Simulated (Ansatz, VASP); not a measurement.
# Lu2SiO5 (Lu2SiO5 (C2/c)): VASP beside Ansatz, part 2 of 2

One calculation is typed for both programs; each brings its own data sets. How far apart do they land? Of the first pair: The structure shown is the start of the Ansatz relaxation below; VASP solves that cell, so the two are compared at the walk's first step.

VASP 6.6.1 and Ansatz 0.2.0.

So far. Step 3 (VASP: single point, r2SCAN, start cell, pair 1): The data set Lu_3 holds the 4f electrons frozen in the core, so no f bands or f moments appear. Step 4 (Differences): The largest component of a force difference here is 345 meV/Å.

### 5. Ansatz: relaxation, r2SCAN

This run makes the geometry at which the two programs are then compared. The cell compared in this pair holds 409.88 Å³, against 400.69 Å³ for the pair before.

The structure compared here is the end of the Ansatz relaxation.

This is the run of step 2 again, met here at its other cell.

### 6. VASP: single point, r2SCAN, relaxed cell, pair 2

The same cell, functional, mesh and smearing now go to VASP, with its own data sets.

The input, INCAR:

```
SYSTEM = Lu2SiO5
PREC = Accurate
ENCUT = 660
EDIFF = 1E-06
NELM = 120
ISMEAR = -1
SIGMA = 0.01
LREAL = Auto
ALGO = Normal
METAGGA = R2SCAN
LASPH = .TRUE.
NBANDS = 128
LORBIT = 11
LWAVE = .FALSE.
LCHARG = .FALSE.
ISIF = 2
GGA_COMPAT = .FALSE.
EFERMI = MIDGAP
LMIXTAU = .TRUE.
KPAR = 4
```

The input, POSCAR:

```
Lu2SiO5
1.0
    7.1285461661     -3.3208585011     -0.0117216494
    7.1285461661      3.3208585011     -0.0117216494
   -5.4286723857      0.0000000000      8.6660952009
Lu Si O
8 4 20
Direct
    0.7632948488      0.5184600416      0.3371380938
    0.4815399584      0.2367051512      0.1628619062
    0.2367051512      0.4815399584      0.6628619062
    0.5184600416      0.7632948488      0.8371380938
    0.7809191090      0.2933171580      0.9674472973
    0.7066828420      0.2190808910      0.5325527027
    0.2190808910      0.7066828420      0.0325527027
    0.2933171580      0.7809191090      0.4674472973
    0.7253843197      0.9099918173      0.6933255566
    0.0900081827      0.2746156803      0.8066744434
    0.2746156803      0.0900081827      0.3066744434
    0.9099918173      0.7253843197      0.1933255566
    0.6146342466      0.4208197162      0.3976330022
    0.5791802838      0.3853657534      0.1023669978
    0.3853657534      0.5791802838      0.6023669978
    0.4208197162      0.6146342466      0.8976330022
    0.8699551692      0.7261360626      0.5633419859
    0.2738639374      0.1300448308      0.9366580141
    0.1300448308      0.2738639374      0.4366580141
    0.7261360626      0.8699551692      0.0633419859
    0.5517267736      0.8518447493      0.6768857348
    0.1481552507      0.4482732264      0.8231142652
    0.4482732264      0.1481552507      0.3231142652
    0.8518447493      0.5517267736      0.1768857348
    0.9192796394      0.9029314539      0.3632712846
    0.0970685461      0.0807203606      0.1367287154
    0.0807203606      0.0970685461      0.6367287154
    0.9029314539      0.9192796394      0.8632712846
    0.1688794048      0.5905781478      0.1750396370
    0.4094218522      0.8311205952      0.3249603630
    0.8311205952      0.4094218522      0.8249603630
    0.5905781478      0.1688794048      0.6750396370
```

The input, KPOINTS:

```
Automatic mesh
0
Gamma
5 5 3
0 0 0
```

The projector-augmented-wave data sets are Lu_3, Si and O (PBE family, release 64).

Launch:

```sh
> mpirun -np 4 vasp_std
```

The log of the run:

```text
[banner, memory and clock lines left out]
running    4 mpi-ranks, on    1 nodes
[...]
[... a notice as in an earlier step ...]

 LDA part: xc-table for (None), standard interpolation
 POSCAR, INCAR and KPOINTS ok, starting setup
[...]
entering main loop
       N       E                     dE             d eps       ncg     rms          rms(c)
DAV:   1     0.450563445918E+04    0.45056E+04   -0.81599E+04  8904   0.233E+03
DAV:   2     0.902747376405E+03   -0.36029E+04   -0.34455E+04 10088   0.101E+03
DAV:   3    -0.124900219926E+03   -0.10276E+04   -0.97695E+03 11736   0.588E+02
DAV:   4    -0.507682962804E+03   -0.38278E+03   -0.34008E+03 12112   0.347E+02
[...]
DAV:  23    -0.579054351848E+03    0.22349E-05   -0.26362E-05  8096   0.229E-02    0.772E-03
DAV:  24    -0.579054350132E+03    0.17151E-05   -0.72083E-07  4720   0.154E-02    0.569E-03
DAV:  25    -0.579054350204E+03   -0.72105E-07   -0.70501E-07  4632   0.130E-02
   1 F= -.57905435E+03 E0= -.57905435E+03  d E =0.000000E+00
```

OUTCAR, selected parts (step 6):

```text
  Total       -8.6941468     -9.0532939     -9.3407487      0.0000000      0.0000000      0.3666291
  in kB      -33.9844571    -35.3883233    -36.5119523      0.0000000      0.0000000      1.4331124
  external PRESSURE =     -35.2949109 kB  Pullay stress =       0.0000000 kB

 POSITION                                       TOTAL-FORCE (eV/Angst)
 -----------------------------------------------------------------------------------
      7.30684     -0.81306      2.90665        -0.107944      0.085086     -0.007241
      4.23592     -0.81306      1.40296         0.107944      0.085086      0.007241
      1.52158      0.81306      5.73601         0.107944     -0.085086      0.007241
      4.59250      0.81306      7.23969        -0.107944     -0.085086     -0.007241
      2.40579     -1.61926      8.37140        -0.111240      0.092909      0.204793
      3.70830     -1.61926      4.60430         0.111240      0.092909     -0.204793
      6.42263      1.61926      0.27125         0.111240     -0.092909     -0.204793
      5.12012      1.61926      4.03835        -0.111240     -0.092909      0.204793
      7.89402      0.61306      5.98926        -0.011764      0.004929     -0.008258
     -1.77993      0.61306      6.98644         0.011764      0.004929      0.008258
      0.93440     -0.61306      2.65340         0.011764     -0.004929      0.008258
     10.60835     -0.61306      1.65621        -0.011764     -0.004929     -0.008258
      5.22266     -0.64363      3.43379        -0.019956     -0.030492     -0.060524
      6.32009     -0.64363      0.87582         0.019956     -0.030492      0.060524
[...]
-----------------------------------------------------------------------------------
    total drift:                                0.000000     -0.000000     -0.000000

  FREE ENERGIE OF THE ION-ELECTRON SYSTEM (eV)
  ---------------------------------------------------
  free  energy   TOTEN  =      -579.0543502045 eV

  energy  without entropy=     -579.0543502045  energy(sigma->0) =     -579.05435020

[... 1 part as in an earlier step ...]

[... 2 further parts left out ...]
[key lines of the parts left out:]
E-fermi :   3.9859
```

The run ends at a pressure of -3.53 GPa, with forces up to 0.33 eV/Å.

### 7. Side by side

What differs besides the data sets and the points named for the pairs above, as far as they apply: the data sets hold 336 valence electrons in Ansatz (on its PAW soft_1 files) and 208 in VASP; the cutoff is 500 eV in Ansatz and 660 eV in VASP (PREC = Accurate, projectors in real space); Ansatz's pressure holds a Pulay correction, VASP's none. Total energies have different zeros and are not compared.

Both answers:

```csv
quantity,Ansatz,VASP,difference
pressure (GPa),-0.01,-3.53,+3.52
gap on the k mesh (eV),5.023,5.311,-0.288
```

Forces on 7 of the 32 atoms, those with the largest forces and the largest differences (eV/Å; atoms numbered as in POSCAR):

```csv
atom,"Ansatz x, y, z","VASP x, y, z"
O17,"0.000, 0.002, 0.000","-0.053, -0.270, -0.137"
O18,"0.000, 0.002, 0.000","0.053, -0.270, 0.137"
O19,"0.000, -0.002, 0.000","0.053, 0.270, 0.137"
O21,"0.001, 0.002, 0.000","-0.322, 0.044, -0.016"
O22,"-0.001, 0.002, 0.000","0.322, 0.044, 0.016"
O23,"-0.001, -0.002, 0.000","0.322, -0.044, 0.016"
O24,"0.001, -0.002, 0.000","-0.322, -0.044, -0.016"
```

The forces differ by 135 meV/Å r.m.s., where the r.m.s. force is 0.003 eV/Å in Ansatz and 0.135 eV/Å in VASP: the atoms lie near their places of rest in Ansatz, so a percentage would say little (all taken over all components). A gap on the mesh is an upper bound, since the band edges may lie between its points.

### 8. Results

- r.m.s. force difference (single point, r2SCAN, start cell, pair 1): 143 meV/Å
- r.m.s. force difference (single point, r2SCAN, relaxed cell, pair 2): 135 meV/Å
- difference in pressure (single point, r2SCAN, relaxed cell, pair 2): 3.5 GPa
- difference in gap on the k mesh (single point, r2SCAN, relaxed cell, pair 2): -0.29 eV

What this shows: The r.m.s. force difference is 143 meV/Å (single point, r2SCAN, start cell, pair 1), beyond the 12 meV/Å picked in this series as the mark of a large difference. The data sets hold unlike numbers of valence electrons (336 in Ansatz and 208 in VASP), so part of the differences may come from the potentials. What causes the difference of the single point, r2SCAN, start cell, pair 1 pair stays open here. By the marks of this series, far apart in the single point, r2SCAN, relaxed cell, pair 2 pair: the r.m.s. force difference, 135 meV/Å, the difference in pressure, 3.5 GPa and the difference in gap on the k mesh, -0.29 eV. What causes the difference of the single point, r2SCAN, relaxed cell, pair 2 pair stays open here. How closely two codes agree says nothing of how well the functional describes the real material.

[Lines on the potential files, build, host, timing and source positions are cut from VASP's logs without a mark.]

[Logs are printed without paths, hosts, clocks, repeated set-up lines and the standing remarks that a program may print on its own settings, such as how far it seeks lower states.]

[Hosts, paths, dates, database ids (printed as entryN), source tags and the programs' standing remarks are cut or masked in the printed files.]
